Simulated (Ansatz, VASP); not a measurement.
# SnP2: VASP beside Ansatz

The input INCAR:

```
PREC = Accurate
ENCUT = 520
EDIFF = 1E-6
ISMEAR = 0
SIGMA = 0.1
LREAL = F
LASPH = T
NELM = 60
ALGO = Normal
ISIF = 2
LWAVE = F
LCHARG = T
GGA = PE
LELF = T
LVHAR = T
NBANDS = 33
```

File KPOINTS:

```
regular mesh
0
Gamma
  6 6 2
```

The input POSCAR:

```
SnP2
1.0
    3.2257829784      0.0000000000      0.0000000000
   -1.6128914892      2.7936100064      0.0000000000
    0.0000000000      0.0000000000     12.5469729908
Sn P
2 4
Direct
    0.3333333333      0.6666666667      0.2500000000
    0.6666666667      0.3333333333      0.7500000000
    0.3333333333      0.6666666667      0.6275000000
    0.6666666667      0.3333333333      0.1275000000
    0.3333333333      0.6666666667      0.8725000000
    0.6666666667      0.3333333333      0.3725000000
```

Input for Ansatz:

```yaml
crystal:
  lattice:
    - [3.2257829784, 0.0, 0.0]
    - [-1.6128914892, 2.7936100064, 0.0]
    - [0.0, 0.0, 12.5469729908]
  atoms:
    - { symbol: Sn, position: [0.3333333333, 0.6666666667, 0.25] }
    - { symbol: Sn, position: [0.6666666667, 0.3333333333, 0.75] }
    - { symbol: P, position: [0.3333333333, 0.6666666667, 0.6275] }
    - { symbol: P, position: [0.6666666667, 0.3333333333, 0.1275] }
    - { symbol: P, position: [0.3333333333, 0.6666666667, 0.8725] }
    - { symbol: P, position: [0.6666666667, 0.3333333333, 0.3725] }
basis:
  ecutwfc: 420
kpoints:
  mp_grid: { grid: [6, 6, 2] }
hamiltonian:
  xc: pbe
scf:
  occupations: { method: gaussian, width: 0.1 }
  lower_state_search: "off"
output:
  forces: true
  stress: true
  eigenvalues: true
```

Alike in both runs: task single point; functional PBE; k mesh 6 × 6 × 2; occupations gaussian, width 0.1 eV; no spin polarisation.

|  | VASP | Ansatz |
| --- | --- | --- |
| version | VASP 6.6.1 | Ansatz 0.2.0 |
| potentials or method | VASP PAW PBE potentials, release 64 (Sn_d, P) | scalar-relativistic, plane waves, PAW |
| plane-wave cutoff (eV) | 520 | 420 |
| valence electrons in the cell | 48 | 48 |

Ansatz gave:

```
gap on the k mesh at the Fermi level (eV) : none
rms of the force components (eV/Å)        : 1.799
```

**Question.** Which values does VASP return?

**Answer.** gap on the k mesh at the Fermi level (eV): none; rms of the force components (eV/Å): 1.782.

Atom by atom the forces differ by 0.017 eV/Å (rms over components). A gap of «none» marks a metal or a gap that the smearing closes.

Caveats: the k mesh is coarse (spacing up to 0.37 Å⁻¹), so the values aren't converged; forces of over 1 eV/Å show positions far from the minimum, so gaps and moduli don't describe the material at rest.
